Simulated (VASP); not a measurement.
# What spin-orbit coupling changes in Mo2N, part 4 of 4

What does spin-orbit coupling change in Mo2N, and what does it cost? All runs use LDA. Left out of this account: 1 further run (self-consistent run: a reference on another mesh). The start is a cell from a database of measured crystal structures.

VASP 6.6.1, plane waves and PAW; the level of theory is named at each step.

Still holding for the runs below: This run has no spin polarisation, although Mo can carry a moment.

So far. Step 4 (Density of states (LDA)): Of the states within 0.3 eV of the Fermi level, the largest shares in the PAW spheres are Mo d 79 %. The rest lies in smaller channels or between the spheres. Step 5 (Total and projected DOS (LDA + SOC)): The DOS at the Fermi level goes from 4.43 to 4.40 states/eV/cell, a number that is sensitive to the mesh. The run took 4.9 times the core time, with 80 spinor bands against 50.

## (6) Full relaxation (LDA)

This step: LDA, no spin polarisation; plane waves and PAW (Mo_sv, N) (VASP 6.6.1).

Last, the cell itself: ISIF = 3 frees volume, shape and positions, first without the coupling.

INCAR reads:

```
SYSTEM = Mo2N
PREC = Accurate
ENCUT = 520
EDIFF = 1E-06
NELM = 100
ISMEAR = -1
SIGMA = 0.05
LREAL = .FALSE.
ALGO = Normal
GGA = CA
NBANDS = 40
LASPH = .TRUE.
LORBIT = 11
LWAVE = .FALSE.
LCHARG = .FALSE.
KPAR = 4
IBRION = 2
NSW = 60
ISIF = 3
EDIFFG = -0.01
```

POSCAR reads:

```
Mo2N
1.0
   -2.1000000000      2.1000000000      4.0000000000
    2.1000000000     -2.1000000000      4.0000000000
    2.1000000000      2.1000000000     -4.0000000000
Mo N
4 2
Direct
    0.2580000000      0.2580000000      0.0000000000
    0.0080000000      0.5080000000      0.5000000000
    0.4920000000      0.9920000000      0.5000000000
    0.7420000000      0.7420000000      0.0000000000
    0.0000000000      0.0000000000      0.0000000000
    0.7500000000      0.2500000000      0.5000000000
```

KPOINTS reads:

```
Automatic mesh
0
Gamma
9 9 9
0 0 0
```

PAW data sets: Mo_sv and N (LDA family, release 64).

On the command line:

```bash
mpirun -np 4 vasp_std
```

Log:

```text
[... set-up lines as in an earlier step ...]
 entering main loop
       N       E                     dE             d eps       ncg     rms          rms(c)
DAV:   1     0.828386947563E+03    0.82839E+03   -0.40057E+04  6000   0.175E+03
DAV:   2    -0.315689781785E+02   -0.85996E+03   -0.83777E+03  6520   0.556E+02
DAV:   3    -0.762830171795E+02   -0.44714E+02   -0.43702E+02  8040   0.118E+02
DAV:   4    -0.770864590493E+02   -0.80344E+00   -0.80058E+00  6840   0.139E+01
DAV:   5    -0.771021146449E+02   -0.15656E-01   -0.15648E-01  7520   0.171E+00    0.520E+01
DAV:   6    -0.701300226606E+02    0.69721E+01   -0.49141E+01  7600   0.346E+01    0.138E+01
DAV:   7    -0.695484055504E+02    0.58162E+00   -0.32919E+00  7104   0.919E+00    0.939E+00
DAV:   8    -0.694853390945E+02    0.63066E-01   -0.47154E-01  6832   0.366E+00    0.886E-01
DAV:   9    -0.694742694703E+02    0.11070E-01   -0.13596E-01  7544   0.168E+00    0.668E-01
DAV:  10    -0.694709636484E+02    0.33058E-02   -0.25864E-02  7264   0.761E-01    0.937E-02
DAV:  11    -0.694708820565E+02    0.81592E-04   -0.12542E-03  7248   0.176E-01    0.325E-02
DAV:  12    -0.694708863571E+02   -0.43006E-05   -0.55539E-05  6968   0.451E-02    0.113E-02
DAV:  13    -0.694708860452E+02    0.31186E-06   -0.13557E-05  6296   0.175E-02    0.589E-03
DAV:  14    -0.694708856027E+02    0.44253E-06   -0.19110E-06  4664   0.685E-03
   1 F= -.69470886E+02 E0= -.69454191E+02  d E =-.694709E+02
 curvature:   0.00 expect dE= 0.000E+00 dE for cont linesearch  0.000E+00
 trial: gam= 0.00000 g(F)=  0.544E-02 g(S)=  0.403E-01 ort = 0.000E+00 (trialstep = 0.100E+01)
 search vector abs. value=  0.458E-01
 bond charge predicted
       N       E                     dE             d eps       ncg     rms          rms(c)
DAV:   1    -0.701539836023E+02   -0.68310E+00   -0.22916E+01  6000   0.392E+01    0.117E+01
DAV:   2    -0.695036440363E+02    0.65034E+00   -0.20625E+00  6032   0.104E+01    0.194E+00
DAV:   3    -0.694408480493E+02    0.62796E-01   -0.27719E-01  6648   0.328E+00    0.117E+00
DAV:   4    -0.694430935172E+02   -0.22455E-02   -0.96872E-03  7592   0.659E-01    0.880E-01
DAV:   5    -0.694450774141E+02   -0.19839E-02   -0.31472E-03  6552   0.356E-01    0.123E-01
DAV:   6    -0.694450368104E+02    0.40604E-04   -0.61696E-04  7464   0.123E-01    0.293E-02
DAV:   7    -0.694450255654E+02    0.11245E-04   -0.60126E-05  6984   0.443E-02    0.108E-02
DAV:   8    -0.694450252077E+02    0.35773E-06   -0.52767E-06  5672   0.120E-02
   2 F= -.69445025E+02 E0= -.69428956E+02  d E =0.258604E-01
[...]
3 F= -.69478337E+02 E0= -.69461847E+02  d E =-.745103E-02
[...]
4 F= -.69482547E+02 E0= -.69465641E+02  d E =-.421049E-02
[...]
5 F= -.69483007E+02 E0= -.69465898E+02  d E =-.467031E-02
[...]
6 F= -.69485069E+02 E0= -.69467597E+02  d E =-.206255E-02
 trial-energy change:   -0.002063  1 .order   -0.002087   -0.003888   -0.000286
 step:   1.0231(harm=  1.0196)  dis= 0.00530  next Energy=   -69.485081 (dE=-0.207E-02)
 bond charge predicted
       N       E                     dE             d eps       ncg     rms          rms(c)
DAV:   1    -0.694852103790E+02   -0.14088E-03   -0.11490E-02  6000   0.874E-01    0.757E-02
DAV:   2    -0.694851143070E+02    0.96072E-04   -0.39604E-04  6584   0.147E-01    0.359E-02
DAV:   3    -0.694850812805E+02    0.33026E-04   -0.72627E-05  7272   0.567E-02    0.713E-03
DAV:   4    -0.694850811742E+02    0.10627E-06   -0.36025E-06  5368   0.129E-02
   7 F= -.69485081E+02 E0= -.69467579E+02  d E =-.207423E-02
 curvature:  -0.84 expect dE=-0.155E-04 dE for cont linesearch -0.638E-09
 trial: gam=-0.00485 g(F)=  0.726E-06 g(S)=  0.176E-04 ort = 0.227E-05 (trialstep = 0.960E+00)
 search vector abs. value=  0.185E-04
 reached required accuracy - stopping structural energy minimisation
```

Run time: 4.6 min. Hardware: 4 MPI ranks of Intel Xeon Platinum 8175M at 2.50GHz (Skylake/Cascade Lake), shared host; peak memory 1.3 GiB; 18 min of CPU time.

From OUTCAR (step 6):

```text
   k-points           NKPTS =     75   k-points in BZ     NKDIM =     75   number of bands    NBANDS=     40

   NELECT =      66.0000    total number of electrons

 E-fermi :  13.3729

 k-point     1 :       0.0000    0.0000    0.0000
  band No.  band energies     occupation
    ...
     31      12.4136      2.00000
     32      12.4136      2.00000
     33      12.7580      1.99999
     34      12.7580      1.99999
     35      13.0050      1.99873
     36      13.6709      0.00515
     37      15.1719      0.00000
     38      15.9113      0.00000
     39      15.9121      0.00000
     40      16.0727      0.00000

  Total       -0.0254668     -0.0254668     -0.0299670      0.0000000      0.0000000      0.0000000
  in kB       -0.5848975     -0.5848975     -0.6882555      0.0000000      0.0000000      0.0000000
  external PRESSURE =      -0.6193502 kB  Pullay stress =       0.0000000 kB

 POSITION                                       TOTAL-FORCE (eV/Angst)
 -----------------------------------------------------------------------------------
      0.00000      0.00000      2.06553        -0.000000     -0.000000     -0.001940
      2.09772      0.00000      0.08390         0.000000      0.000000     -0.001940
      2.09772      0.00000      3.87935        -0.000000     -0.000000      0.001940
      0.00000      0.00000      5.86097        -0.000000     -0.000000      0.001940
      0.00000      0.00000      0.00000         0.000000      0.000000     -0.000000
      0.00000      2.09772      1.98162         0.000000      0.000000      0.000000
 -----------------------------------------------------------------------------------
    total drift:                                0.000000      0.000000     -0.000000

  FREE ENERGIE OF THE ION-ELECTRON SYSTEM (eV)
  ---------------------------------------------------
  free  energy   TOTEN  =       -69.4850811742 eV

  energy  without entropy=      -69.4500760694  energy(sigma->0) =      -69.46757862

 reached required accuracy - stopping structural energy minimisation

[... 7 parts as in an earlier step ...]

[... 9 further parts left out ...]
```

The run keeps the 16 symmetry operations of its start, so it cannot find a distortion of lower symmetry.

The steps of the relaxation:

```csv
step,energy less that of the first step (eV),largest force (eV/Å),pressure (GPa),volume (Å³)
1,0.0000,0.1679,-2.93,70.56
2,0.0259,0.2101,7.87,68.38
3,-0.0075,0.1839,0.40,69.86
4,-0.0117,0.0512,0.06,69.83
5,-0.0121,0.0117,-0.05,69.81
6,-0.0142,0.0030,-0.07,69.76
7,-0.0142,0.0019,-0.06,69.76
```

```
conventional cell, symmetrised  before  after  change
                         a (Å)   4.200  4.195  -0.1 %
                         b (Å)   4.200  4.195  -0.1 %
                         c (Å)   8.000  7.926  -0.9 %
              volume (Å³/atom)   11.76  11.63  -1.1 %
```

The atoms that moved most (Å, as changes of fractional coordinates times the final cell):

| atom | dx | dy | dz | length |
| --- | --- | --- | --- | --- |
| Mo1 | 0.000 | 0.000 | 0.020 | 0.020 |
| Mo3 | 0.000 | 0.000 | -0.020 | 0.020 |
| Mo4 | 0.000 | 0.000 | -0.020 | 0.020 |
| Mo2 | 0.000 | 0.000 | 0.020 | 0.020 |

The relaxed structure:

```
Mo N
1.0
    -2.09772    2.09772    3.96325
     2.09772   -2.09772    3.96325
     2.09772    2.09772   -3.96325
Mo N
4 2
Direct
  0.26059 0.26059 0.00000
  0.01059 0.51059 0.50000
  0.48941 0.98941 0.50000
  0.73941 0.73941 0.00000
  0.00000 0.00000 0.00000
  0.75000 0.25000 0.50000
```

Numbers from this step:

```yaml
bands: 40
free_energy_toten: -69.4851 eV
energy_at_zero_smearing: -69.4676 eV
fermi_energy: 13.37 eV
pressure: -0.06194 GPa
scf_cycles_over_all_ionic_steps: 54
```

It ends with a largest force of 0.002 eV/Å and a pressure of -0.06 GPa.

## (7) Relaxing cell and atoms (LDA + SOC)

This step: LDA, spin-orbit coupling, no spin polarisation; plane waves and PAW (Mo_sv, N) (VASP 6.6.1).

The same relaxation with spinors and spin-orbit coupling.

Changes to INCAR since step 6:

```diff
@@ -10,4 +10,9 @@
 GGA = CA
-NBANDS = 40
+LNONCOLLINEAR = .TRUE.
+MAGMOM = 0 0 0 0 0 0 0 0 0 0 0 0 0 0 0 0 0 0
+NBANDS = 80
+GGA_COMPAT = .FALSE.
 LASPH = .TRUE.
+LSORBIT = .TRUE.
+LMAXMIX = 4
 LORBIT = 11
```

POSCAR is that of step 6.

KPOINTS is that of step 6.

On the command line:

```bash
mpirun -np 4 vasp_ncl
```

Log:

```text
[... set-up lines as in an earlier step ...]
 entering main loop
       N       E                     dE             d eps       ncg     rms          rms(c)
[... 14 cycles as in an earlier step ...]
   1 F= -.69882865E+02 E0= -.69866171E+02  d E =-.698829E+02  mag=    -0.0000     0.0000    -0.0000
 curvature:   0.00 expect dE= 0.000E+00 dE for cont linesearch  0.000E+00
 trial: gam= 0.00000 g(F)=  0.568E-02 g(S)=  0.381E-01 ort = 0.000E+00 (trialstep = 0.100E+01)
 search vector abs. value=  0.438E-01
 bond charge predicted
       N       E                     dE             d eps       ncg     rms          rms(c)
DAV:   1    -0.705242346914E+02   -0.64137E+00   -0.21784E+01 12000   0.383E+01    0.114E+01
DAV:   2    -0.699144950143E+02    0.60974E+00   -0.19890E+00 12080   0.103E+01    0.193E+00
DAV:   3    -0.698551092804E+02    0.59386E-01   -0.26163E-01 13160   0.320E+00    0.117E+00
DAV:   4    -0.698573237810E+02   -0.22145E-02   -0.96006E-03 14592   0.630E-01    0.864E-01
DAV:   5    -0.698588644058E+02   -0.15406E-02   -0.15593E-03 13584   0.257E-01    0.440E-01
DAV:   6    -0.698591754300E+02   -0.31102E-03   -0.45164E-04 13480   0.123E-01    0.434E-02
DAV:   7    -0.698591665544E+02    0.88756E-05   -0.16527E-04 14608   0.586E-02    0.191E-02
DAV:   8    -0.698591615029E+02    0.50515E-05   -0.35054E-05 14224   0.292E-02    0.678E-03
DAV:   9    -0.698591613566E+02    0.14630E-06   -0.15933E-06 10264   0.811E-03
   2 F= -.69859161E+02 E0= -.69843047E+02  d E =0.237034E-01  mag=    -0.0000     0.0000    -0.0000
[...]
3 F= -.69890106E+02 E0= -.69873608E+02  d E =-.724143E-02  mag=    -0.0000     0.0000    -0.0000
[...]
4 F= -.69894370E+02 E0= -.69877439E+02  d E =-.426350E-02  mag=    -0.0000     0.0000    -0.0000
[...]
5 F= -.69894799E+02 E0= -.69877658E+02  d E =-.469319E-02  mag=     0.0000    -0.0000    -0.0000
[...]
6 F= -.69896893E+02 E0= -.69879374E+02  d E =-.209339E-02  mag=     0.0000     0.0000     0.0000
 trial-energy change:   -0.002093  1 .order   -0.002173   -0.003960   -0.000385
 step:   1.0623(harm=  1.0444)  dis= 0.00564  next Energy=   -69.896917 (dE=-0.212E-02)
 bond charge predicted
       N       E                     dE             d eps       ncg     rms          rms(c)
DAV:   1    -0.698972014356E+02   -0.30780E-03   -0.27312E-02 12032   0.135E+00    0.118E-01
DAV:   2    -0.698969808542E+02    0.22058E-03   -0.98870E-04 13144   0.238E-01    0.563E-02
DAV:   3    -0.698969017756E+02    0.79079E-04   -0.16997E-04 14504   0.899E-02    0.131E-02
DAV:   4    -0.698969017943E+02   -0.18643E-07   -0.91750E-06 14024   0.211E-02
   7 F= -.69896902E+02 E0= -.69879336E+02  d E =-.210238E-02  mag=     0.0000    -0.0000     0.0000
 curvature:  -0.85 expect dE=-0.491E-05 dE for cont linesearch -0.208E-05
 trial: gam= 0.00000 g(F)=  0.115E-05 g(S)=  0.463E-05 ort =-0.131E-03 (trialstep = 0.967E+00)
 search vector abs. value=  0.578E-05
 reached required accuracy - stopping structural energy minimisation
```

Run time: 25 min. Hardware: 4 MPI ranks; peak memory 3.2 GiB; 1.7 h of CPU time.

From OUTCAR (step 7):

```text
   NELECT =      66.0000    total number of electrons

 E-fermi :  13.3732

 k-point     1 :       0.0000    0.0000    0.0000
  band No.  band energies     occupation
    ...
     66      12.6914      1.00000
     67      12.8180      0.99998
     68      12.8180      0.99998
     69      13.0129      0.99926
     70      13.0129      0.99926
     71      13.6762      0.00233
     72      13.6762      0.00233
     73      15.1669      0.00000
     74      15.1669      0.00000
     75      15.9027      0.00000
    ...

  Total       -0.0169613     -0.0169613      0.0008010      0.0000000      0.0000000      0.0000000
  in kB       -0.3895305     -0.3895305      0.0183948      0.0000000      0.0000000      0.0000000
  external PRESSURE =      -0.2535554 kB  Pullay stress =       0.0000000 kB

 POSITION                                       TOTAL-FORCE (eV/Angst)
 -----------------------------------------------------------------------------------
      0.00000      0.00000      2.06563        -0.000000     -0.000000     -0.002439
      2.09797      0.00000      0.08438         0.000000      0.000000     -0.002439
      2.09797      0.00000      3.87812        -0.000000     -0.000000      0.002439
      0.00000      0.00000      5.85936        -0.000000     -0.000000      0.002439
     -0.00000      0.00000      0.00000         0.000000      0.000000      0.000000
      0.00000      2.09797      1.98125         0.000000      0.000000     -0.000000
 -----------------------------------------------------------------------------------
    total drift:                               -0.000000      0.000000     -0.000000

  FREE ENERGIE OF THE ION-ELECTRON SYSTEM (eV)
  ---------------------------------------------------
  free  energy   TOTEN  =       -69.8969017943 eV

  energy  without entropy=      -69.8617709068  energy(sigma->0) =      -69.87933635

 Spin-Orbit-Coupling matrix elements
 Ion:    1  E_soc:     -0.2054439
 Ion:    2  E_soc:     -0.2054439
 Ion:    3  E_soc:     -0.2054439
 Ion:    4  E_soc:     -0.2054439
 Ion:    5  E_soc:     -0.0002065
 Ion:    6  E_soc:     -0.0002065

 magnetization (x)
# of ion       s       p       d       tot
------------------------------------------
    1       -0.000   0.000   0.000  -0.000
    2       -0.000   0.000  -0.000  -0.000
    3       -0.000   0.000   0.000  -0.000
    4        0.000   0.000   0.000   0.000
    5       -0.000  -0.000   0.000  -0.000
    6       -0.000  -0.000   0.000  -0.000
--------------------------------------------------
tot         -0.000  -0.000  -0.000  -0.000

 magnetization (y)
# of ion       s       p       d       tot
------------------------------------------
    1        0.000   0.000  -0.000  -0.000
    2        0.000   0.000   0.000   0.000
    3        0.000   0.000  -0.000  -0.000
    4        0.000  -0.000   0.000   0.000
    5        0.000   0.000   0.000   0.000
    6        0.000   0.000   0.000   0.000
--------------------------------------------------
tot          0.000  -0.000  -0.000   0.000

 magnetization (z)
# of ion       s       p       d       tot
------------------------------------------
    1        0.000   0.000   0.000   0.000
    2       -0.000  -0.000   0.000   0.000
    3       -0.000   0.000   0.000   0.000
    4       -0.000  -0.000  -0.000  -0.000
    5        0.000   0.000   0.000   0.000
    6       -0.000   0.000   0.000  -0.000
--------------------------------------------------
tot         -0.000  -0.000   0.000   0.000

[... 9 parts as in an earlier step ...]

[... 9 further parts left out ...]
```

CONTCAR:

```
Mo2N
   1.00000000000000
    -2.0979693522948279    2.0979693522948279    3.9624989876470895
     2.0979693522948279   -2.0979693522948279    3.9624989876470895
     2.0979693522948279    2.0979693522948279   -3.9624989876470895
  Mo              N
     4     2
Direct
     0.2606477868020013    0.2606477868020013    0.0000000000000000
     0.0106477868020013    0.5106477868020013    0.5000000000000000
     0.4893522131979987    0.9893522131979987    0.5000000000000000
     0.7393522131979987    0.7393522131979987    0.0000000000000000
     0.0000000000000000    0.0000000000000000    0.0000000000000000
     0.7500000000000000    0.2500000000000000    0.5000000000000000
```

Relaxation path:

```
step  energy less that of the first step (eV)  largest force (eV/Å)  pressure (GPa)  volume (Å³)
   1                                   0.0000                0.1716           -2.85        70.56
   2                                   0.0237                0.2038            7.62        68.45
   3                                  -0.0072                0.1846            0.42        69.86
   4                                  -0.0115                0.0501            0.07        69.84
   5                                  -0.0119                0.0122           -0.06        69.83
   6                                  -0.0140                0.0034           -0.06        69.77
   7                                  -0.0140                0.0024           -0.03        69.76
```

| conventional cell, symmetrised | before | after | change |
| --- | --- | --- | --- |
| a (Å) | 4.200 | 4.196 | -0.1 % |
| b (Å) | 4.200 | 4.196 | -0.1 % |
| c (Å) | 8.000 | 7.925 | -0.9 % |
| volume (Å³/atom) | 11.76 | 11.63 | -1.1 % |

The atoms that moved most (Å, as changes of fractional coordinates times the final cell):

```
atom     dx     dy      dz  length
 Mo4  0.000  0.000  -0.021   0.021
 Mo2  0.000  0.000   0.021   0.021
 Mo3  0.000  0.000  -0.021   0.021
 Mo1  0.000  0.000   0.021   0.021
```

Final coordinates:

```
Mo N
1.0
    -2.09797    2.09797    3.96250
     2.09797   -2.09797    3.96250
     2.09797    2.09797   -3.96250
Mo N
4 2
Cartesian
  0.0000 0.0000 2.0656
  2.0980 0.0000 0.0844
  2.0980 0.0000 3.8781
  0.0000 0.0000 5.8594
  0.0000 0.0000 0.0000
  0.0000 2.0980 1.9812
```

Numbers from this step:

- bands: 80
- free energy (TOTEN): -69.8969 eV
- energy at zero smearing: -69.8793 eV
- pressure: -0.02536 GPa
- SCF cycles over all ionic steps: 55

On-site spin-orbit energy by atom:

```csv
atom,on-site spin-orbit energy (eV)
Mo1,-0.205
Mo2,-0.205
Mo3,-0.205
Mo4,-0.205
N5,0.000
N6,0.000
```

The cell ends at 11.63 Å³/atom, under 0.05 % from the run without the coupling. The run took 5.5 times the core time, with 80 spinor bands against 40.

The cell shrank by 1.1 % in volume. From the first step to the last the energy fell by 0.014 eV, and the largest move was 0.021 Å (Mo4 and 3 other atoms alike).

## (8) Side by side

| quantity | without | with spin-orbit coupling |
| --- | --- | --- |
| gap (eV) | none | none |
| core minutes, bands | 11 | 59 |
| DOS at the Fermi level (states/eV/cell) | 4.43 | 4.40 |
| core minutes, DOS | 5.3 | 26 |
| relaxed volume (Å³/atom) | 11.63 | 11.63 |
| core minutes, relaxation | 19 | 101 |

## (9) Outcome

```json
{
  "gap (eV), without → with": "none → none",
  "DOS at the Fermi level (states/eV/cell), without → with": "4.43 → 4.40",
  "relaxed volume (Å³/atom), without → with": "11.63 → 11.63"
}
```

**Reading.** Mo2N has no gap with or without spin-orbit coupling. The relaxed volume moves by under 0.05 %. The spinor runs cost 4.9 to 5.5 times as much, on a shared host. Magnetism was not tested.

[Lines on the potential files, build, host, timing and source positions are cut from VASP's logs without a mark.]

[Logs are printed without paths, hosts, clocks, repeated set-up lines and the standing remarks that a program may print on its own settings, such as how far it seeks lower states.]

[Hosts, paths, dates, database ids (printed as entryN), source tags and the programs' standing remarks are cut or masked in the printed files.]

[A measured line is paired with the nearest computed mode of its activity, which favours agreement.]
